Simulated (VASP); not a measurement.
VASP runs on YCr$_{3}$ (space group Fm-3m) share one base input (PBE GGA, plane waves, VASP's PBE PAW potentials (set 64)) and change the settings named in each case.

File KPOINTS:
```
K-points
0
gamma
4 4 4
```

**POSCAR**
```
YCr3
5.0897330
  0.0000000000   0.7071068364   0.7071068364
  0.7071068364   0.0000000000   0.7071068364
  0.7071068364   0.7071068364   0.0000000000
Y Cr
1 3
Cartesian
  0.0000000000   0.0000000000   0.0000000000
  0.7071068364   0.7071068364   0.7071068364
  0.3535534182   0.3535534182   0.3535534182
  1.0606602547   1.0606602547   1.0606602547
```

**INCAR**
```
SYSTEM = YCr3
PREC = Accurate; ENCUT = 300; LREAL = F
LASPH = T
EDIFF = 1E-6; NELM = 100; ALGO = Normal
LMAXMIX = 4
ISMEAR = 0; SIGMA = 0.05
GGA = PE
MAGMOM = 0.0 3*3.0
ISPIN = 2
ISIF = 2
LWAVE = F; LCHARG = F; LORBIT = 11
```

POTCAR, in this order: Y_sv Cr_pv (PBE.64 set). Program: vasp_std.

```
change                                                                                                                                                                     E(σ→0) (eV/atom)  pressure (GPa)  −TS (eV)
-------------------------------------------------------------------------------------------------------------------------------------------------------------------------  ----------------  --------------  --------
base run                                                                                                                                                                            -8.0216          -10.99   -0.0074
GGA = PS                                                                                                                                                                            -8.3918          -13.48   -0.0076
GGA_COMPAT = .FALSE., ISPIN removed, LNONCOLLINEAR = .TRUE., LSORBIT = .TRUE., MAGMOM = 0.0 0.0 0.0 0.0 0.0 3.0 0.0 0.0 3.0 0.0 0.0 3.0, program vasp_ncl (not converged)           -8.0444          -11.01   -0.0074
KPOINTS 1×1×1 Γ-centred mesh                                                                                                                                                        -7.8968          -30.33   -0.0001
```
 Energies of different potentials or functionals have different zeros.  At 300 eV the pressure can carry a Pulay error.

Left out are runs that ran out of time, are held back, or changed the cell or the kind of run, fixed moments of cells without a moment, rows past the twelfth, gaps on odd meshes, pressures of charged cells and columns that move by less than the noise.

The structure was generated: YCr3 was put into an ordered model structure, which need not be its known phase. The cell was not relaxed at this level.
